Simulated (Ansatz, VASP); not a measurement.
# Al2O3 (Corundum) in two plane-wave programs, part 2 of 2

Aim: how closely do two programs agree when they are given the same cell, functional and k mesh? The cell is taken from a series of runs on this material, whose earlier steps may have relaxed, scaled, displaced or heated it; both programs get it as it stands.

VASP 6.6.1 and Ansatz 0.2.0.

So far: The structure; VASP: relaxation of cell and atoms, PBE.

## 3. Ansatz: relaxation of cell and atoms, PBE

Level of this step: Ansatz beside VASP: Kohn-Sham DFT, plane waves, PBE (Ansatz).

Ansatz runs on its PAW soft_1 files.

The same cell, functional and mesh now go to Ansatz, which takes its cutoff from its data sets.

input.yaml reads:

```yaml
crystal:
  lattice:
    - [2.4039957392, 1.3879475871, 4.3738271545]
    - [-2.4039957392, 1.3879475871, 4.3738271545]
    - [0.0, -2.7758951743, 4.3738271545]
  atoms:
    - { symbol: Al, position: [0.3521250386, 0.3521250386, 0.3521250386] }
    - { symbol: Al, position: [0.1478749614, 0.1478749614, 0.1478749614] }
    - { symbol: Al, position: [0.6478749614, 0.6478749614, 0.6478749614] }
    - { symbol: Al, position: [0.8521250386, 0.8521250386, 0.8521250386] }
    - { symbol: O, position: [0.5561570197, 0.9438429803, 0.25] }
    - { symbol: O, position: [0.25, 0.5561570197, 0.9438429803] }
    - { symbol: O, position: [0.9438429803, 0.25, 0.5561570197] }
    - { symbol: O, position: [0.4438429803, 0.0561570197, 0.75] }
    - { symbol: O, position: [0.75, 0.4438429803, 0.0561570197] }
    - { symbol: O, position: [0.0561570197, 0.75, 0.4438429803] }
kpoints:
  mp_grid: { grid: [6, 6, 6] }
hamiltonian:
  xc: pbe
  pseudopotentials: { kind: paw, azcp: { folder: soft_1 } }
scf:
  occupations: { method: fixed }
output:
  forces: true
  stress: true
  eigenvalues: true
relax:
  adjacent_minimum: "off"
  f_tol: 0.001
  max_steps: 60
  cell: { stress_tol: 0.01 }
```

Run with:

```bash
$ ansatz run input.yaml --threads 4 --pin off --max-ram 15360MiB --backend cpu --events-out ev --progress --plain --runs-dir out
```

Numbers of over 12 decimals in the logs are rounded to 6 here.

What it wrote:

```text
Engine: ansatz 0.2.0, aarch64-unknown-linux-gnu
Pseudopotentials: kind: paw
Pseudopotential: Al, paw, valence charge 3, recommended cutoff 420 eV (normal), soft_1/Al.paw.azcp
Pseudopotential: O, paw, valence charge 6, recommended cutoff 420 eV (normal), soft_1/O.paw.azcp
Functional definition: PBE
  parameter kappa = 0.804
  parameter beta = 0.066725
  exchange = pbe_x(kappa = kappa, mu = beta*pi^2/3)
  correlation = pbe_c(beta = beta)
Crystal: 10 atoms, lattice volume = 87.563 Å³
Basis set: ecut = 420 eV, 1707 PW (Γ), exchange–correlation on 72×72×72 points (8 copies of the dense FFT grid, shifted against one another)
Bands: 34, of which v1, the nominal top of the filled ones, is band 24 counted from 1 (23 counted from 0)
Symmetry: 12 space group operations
Space group: R-3c (ITA 167), of the structure as read, at distance tolerance 4.4e-5 Å
k-points: 32 of 216
Non-local potential: Al, projectors of the file, l = 0: 2, l = 1: 2, l = 2: 1
Non-local potential: O, projectors of the file, l = 0: 2, l = 1: 2, l = 2: 1
PAW form: soft (Blöchl's): semilocal exchange-correlation on the pseudo side does not see the compensation charge
PAW one-centre angular grid: Al, 110 points (default); XC on 64 Gauss nodes
PAW one-centre angular grid: O, 110 points (default); XC on 64 Gauss nodes
Initial density: superposition of atomic densities (chi_scale 0.1, normalization cell, long waves kept (reshape's long-wave potential 0.00 eV rms))
Initial wavefunctions: pseudopotential atomic-orbital guess
Functional: x = pbe(κ = 0.804, μ = 0.219515), c = pbe(β = 0.066725)
SCF iter   1: F=—  HF=-5573.191693 eV  |F-HF|=—  |Δ(HF+E_count)|=         —  Δρ=1.27e-1  dr2=1.34e1  ethr=3.10e-3  ⟨swp⟩=5.0  Hψ=4069  notcnv=0  defer=225
preconditioner: auto → Resta (q_TF=auto, 2.468 Å⁻¹)  ε∞=3.3  [insulator: Δε(μ)=6.854 eV  Ē_g=18.148 eV  n_scr=20 (ndim 8)  ℏωp=27.5 eV  f_vac=0.000  ε∞_Penn≈3.3]
SCF iter   2: F=—  HF=-5569.742055 eV  |F-HF|=—  |Δ(HF+E_count)|=    3.45e0  Δρ=4.26e-2  dr2=7.61e-1  ethr=3.10e-3  ⟨swp⟩=2.8  Hψ=2338  notcnv=0  defer=229
SCF iter   3: F=—  HF=-5569.657228 eV  |F-HF|=—  |Δ(HF+E_count)|=   8.48e-2  Δρ=2.19e-2  dr2=2.38e-1  ethr=1.59e-3  ⟨swp⟩=2.0  Hψ=1022  notcnv=0  defer=253
SCF iter   4: F=—  HF=-5569.655621 eV  |F-HF|=—  |Δ(HF+E_count)|=   1.61e-3  Δρ=1.45e-3  dr2=9.31e-4  ethr=4.97e-4  ⟨swp⟩=3.0  Hψ=1761  notcnv=0  defer=256
SCF iter   5: F=—  HF=-5569.657081 eV  |F-HF|=—  |Δ(HF+E_count)|=   1.46e-3  Δρ=1.91e-4  dr2=4.10e-5  ethr=1.94e-6  ⟨swp⟩=2.0  Hψ=1687  notcnv=0  defer=256
SCF iter   6: F=—  HF=-5569.657130 eV  |F-HF|=—  |Δ(HF+E_count)|=   4.97e-5  Δρ=5.06e-5  dr2=2.53e-6  ethr=8.55e-8  ⟨swp⟩=2.0  Hψ=1830  notcnv=0  defer=249
SCF iter   7: F=-5569.657133 eV  HF=-5569.657133 eV  |F-HF|=2.03e-8  |Δ(HF+E_count)|=   2.39e-6  Δρ=5.88e-6  dr2=2.03e-8  ethr=2.08e-10  ⟨swp⟩=12.8  Hψ=7421  notcnv=0
SCF 1 converged in 7 iterations: F = -5569.657133 eV  dr2 = 2.03e-8
  greatest PAW one-centre occupation: 0.857 electrons in one spin orbital (limit 2), on the O atom at site 8 (counted from 0), in its partial waves of l = 0
relax step   1: F+E_penalty+E_count = -5569.65713271 eV  Δ(F+E_penalty+E_count) = +0.000e0 eV  max|allowed force component| = 3.830e-4 eV/Å  Δτ_max = 0.0000 Å  P = +0.007 GPa  Ω = 87.563 Å³  (7 SCF iters, dr2 threshold 1.00e-7 eV, accepted)
Initial density: handed on by an earlier stage of this run
Initial wavefunctions: pseudopotential atomic-orbital guess (no wavefunctions were taken with the density)
iter 1 solved again at ethr=4.10e-8 eV; its pass at ethr=3.10e-3 eV (dr2=1.97e-5 eV) is discarded
SCF iter   1: F=—  HF=-5569.657134 eV  |F-HF|=—  |Δ(HF+E_count)|=         —  Δρ=5.99e-6  dr2=2.08e-8  ethr=4.10e-8  ⟨swp⟩=3.0  Hψ=7165  notcnv=0  defer=253
preconditioner: auto → Resta (q_TF=auto, 2.468 Å⁻¹)  ε∞=3.5  [insulator: Δε(μ)=5.859 eV  Ē_g=17.268 eV  n_scr=20 (ndim 8)  ℏωp=27.5 eV  f_vac=0.000  ε∞_Penn≈3.5]
SCF iter   2: F=—  HF=-5569.657133 eV  |F-HF|=—  |Δ(HF+E_count)|=   1.62e-6  Δρ=3.55e-6  dr2=8.30e-9  ethr=4.33e-11  ⟨swp⟩=2.0  Hψ=1712  notcnv=0  defer=237
SCF iter   3: F=—  HF=-5569.657133 eV  |F-HF|=—  |Δ(HF+E_count)|=   9.71e-9  Δρ=5.15e-7  dr2=2.04e-10  ethr=1.73e-11  ⟨swp⟩=2.3  Hψ=1665  notcnv=0  defer=237
SCF iter   4: F=—  HF=-5569.657133 eV  |F-HF|=—  |Δ(HF+E_count)|=  1.87e-10  Δρ=2.14e-7  dr2=2.68e-11  ethr=1.00e-12  ⟨swp⟩=2.7  Hψ=1646  notcnv=0  defer=237
SCF iter   5: F=—  HF=-5569.657133 eV  |F-HF|=—  |Δ(HF+E_count)|=  2.09e-11  Δρ=1.02e-7  dr2=5.19e-12  ethr=1.00e-12  ⟨swp⟩=14.4  Hψ=7256  notcnv=0
SCF iter   6: F=-5569.657133 eV  HF=-5569.657133 eV  |F-HF|=1.82e-12  |Δ(HF+E_count)|=  9.09e-13  Δρ=1.35e-8  dr2=1.33e-13  ethr=1.00e-12  ⟨swp⟩=5.0  Hψ=3853  notcnv=0
SCF 2 converged in 6 iterations: F = -5569.657133 eV  dr2 = 1.33e-13
  greatest PAW one-centre occupation: 0.857 electrons in one spin orbital (limit 2), on the O atom at site 9 (counted from 0), in its partial waves of l = 0
relax step   2: F+E_penalty+E_count = -5569.65713271 eV  Δ(F+E_penalty+E_count) = -2.847e-9 eV  max|allowed force component| = 3.862e-4 eV/Å  Δτ_max = 0.0000 Å  P = +0.007 GPa  Ω = 87.563 Å³  stress off target by 8.55e-3 GPa  SCF on the basis re-selected at this cell (its energy is not comparable with the rows above)  (6 SCF iters)
basis re-selected at this cell: Δ(F+E_penalty+E_count) = -2.847e-9 eV, ΔP = +0.000 GPa vs the last step (what re-selecting the basis moved, of the pressure what is left beyond the Pulay correction that the steps carried, after the strain that the cell walked since its last selection, with what the two solves' SCF thresholds leave and, on support functions, any second-order correction that the steps lacked; it is no m [...]
SCF converged after 6 iterations
Free energy (F): -5569.657133 eV
Harris-Foulkes:  -5569.657133 eV  (|F-HF|=1.82e-12)
Internal energy: -5569.657133 eV  (E = F + TS)
E sigma→0 (E₀):  -5569.657133 eV
Fermi energy:    7.326602 eV
--- Per-component energies (eV) ---
  E_band       = 51.363221
  E_kinetic    = 1136.529236
  E_local      = -1991.133964  (includes V_loc(G=0)·N_el)
  E_nonlocal   = 350.107941
  E_hartree    = 756.594334
  E_xc         = -590.894187
  E_vxc        = -679.341195  (∫ρ·V_xc dr)
  E_paw        = -2857.084838  (= ΣΔE_a)
  E_vpaw       = -277.992213  (= ΣTr[D̂ρ^β])
  E_aug_tail   = 0.004746  (compensation charges beyond the density's cutoff)
  E_ewald      = -2373.780400
  E_smearing   = -0.000000  (= −TS)
  E_closure    = 0.000000  (closes the sum)
  Σ components = -5569.657133   (vs F -5569.657133, Δ=0.00e0)
--- Forces (eV/Å), atoms counted from 1 ---
  atom   1  Al     0.00000000    -0.00000000     0.00038617
  atom   2  Al     0.00000000     0.00000000    -0.00038617
  atom   3  Al    -0.00000000     0.00000000    -0.00038617
  atom   4  Al    -0.00000000    -0.00000000     0.00038617
  atom   5  O      0.00003697    -0.00000000     0.00000000
  atom   6  O     -0.00001849     0.00003202     0.00000000
  atom   7  O     -0.00001849    -0.00003202    -0.00000000
  atom   8  O     -0.00003697    -0.00000000     0.00000000
  atom   9  O      0.00001849    -0.00003202    -0.00000000
  atom  10  O      0.00001849     0.00003202     0.00000000
  max |Σ_I F_I| component: 5.78e-18 eV/Å
--- Stress (GPa, compression-positive) ---
        0.006925       0.000000       0.000000
        0.000000       0.006925      -0.000000
        0.000000      -0.000000       0.008547
  P = ⅓ Tr σ = 0.0075 GPa (0.075 kbar)
--- Band table (eV; the first three rows and the last of 32) ---
  k-point 0: bands = [... 20 lower, 6.8665, 7.2955, 7.2955, 7.3266, 13.1860, 16.2615, 17.7283, 18.6245, ... 6 higher]
  k-point 1: bands = [... 20 lower, 6.6828, 7.0010, 7.2593, 7.2838, 13.8211, 16.7544, 17.3332, 18.2939, ... 6 higher]
  k-point 2: bands = [... 20 lower, 6.5245, 6.8107, 7.1208, 7.1588, 15.1377, 16.8610, 17.2345, 17.5340, ... 6 higher]
  k-point 31: bands = [... 20 lower, 6.9747, 6.9747, 6.9747, 6.9747, 15.6927, 15.6927, 18.2075, 18.2075, ... 6 higher]
--- Relaxed structure (1 steps of the walk, 1 accepted, 1 SCFs on fresh bases) ---
  F+E_penalty+E_count = -5569.65713271 eV   max|allowed force component| = 3.862e-4 eV/Å   (the final SCF, on the basis selected at the relaxed cell)
  cell:  # Å, volume = 87.5628 Å³
    - [2.403996, 1.387948, 4.373827]
    - [-2.403996, 1.387948, 4.373827]
    - [0.0, -2.775895, 4.373827]
  atoms:
    - { symbol: Al, position: [0.352125, 0.352125, 0.352125] }
    - { symbol: Al, position: [0.1478749614, 0.1478749614, 0.1478749614] }
    - { symbol: Al, position: [0.6478749614, 0.6478749614, 0.647875] }
    - { symbol: Al, position: [0.8521250386, 0.8521250386, 0.852125] }
    - { symbol: O, position: [0.556157, 0.943843, 0.25] }
    - { symbol: O, position: [0.250000, 0.556157, 0.943843] }
    - { symbol: O, position: [0.9438429803, 0.250000, 0.5561570197] }
    - { symbol: O, position: [0.4438429803, 0.056157, 0.75] }
    - { symbol: O, position: [0.75, 0.4438429803, 0.056157] }
    - { symbol: O, position: [0.056157, 0.75, 0.4438429803] }
```

## 4. Differences

Known differences besides the potentials themselves: fixed occupations in Ansatz, narrow Gaussian smearing in VASP; the cutoff is 420 eV in Ansatz and 600 eV in VASP; Ansatz adds a Pulay correction to the stress that steers its cell, VASP none. Total energies have different zeros and are not compared.

The two programs side by side:

```
                                         quantity  Ansatz   VASP  difference
                                      volume (Å³)   87.56  87.42     +0.17 %
edge a after relaxation, in the typed setting (Å)   5.180  5.177     +0.06 %
```

## 5. Results

```json
{
  "difference in volume (relaxation of cell and atoms, PBE)": "0.17 %"
}
```

The difference in volume is 0.17 % (relaxation of cell and atoms, PBE), within the 1.2 % picked in this series as the mark of a large difference, as far as the stopping tolerances let one tell. How closely two codes agree says nothing of how well the functional describes the real material.

[Lines on the potential files, build, host, timing and source positions are cut from VASP's logs without a mark.]

[Logs are printed without paths, hosts, clocks, repeated set-up lines and the standing remarks that a program may print on its own settings, such as how far it seeks lower states.]

[Hosts, paths, dates, database ids (printed as entryN), source tags and the programs' standing remarks are cut or masked in the printed files.]
